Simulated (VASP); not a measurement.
Data:

```
CaSi2
1.0
    1.90663     1.10079     5.22544
   -1.90663     1.10079     5.22544
    0.00000    -2.20158     5.22544
Ca Si
1 2
Cartesian
  0.00000   0.00000  15.67632
  0.00000   0.00000  12.58127
  0.00000   0.00000   3.09505
```

These are PBEsol GGA, VASP's PBE PAW potentials (set 64) (plane waves; VASP) values and carry that method's errors. Run with 400 eV cut-off, 11×11×11 Γ-centred mesh, tetrahedra with Blöchl corrections, potentials Ca_sv Si.

Problem. Predict the energy per atom (σ→0), band gap (on the k-mesh) with the smallest direct gap where there is one.

Solution. 
- band gap (on the k-mesh): none (metal, semimetal or under 0.01 eV)
- energy per atom (σ→0): -4.958 eV/atom

The absolute energy has meaning only against runs of the same code, potentials and settings.

The structure comes from a computed database's CaSi2 entry (R-3m); how it stands against other phases isn't given here. It was relaxed first.
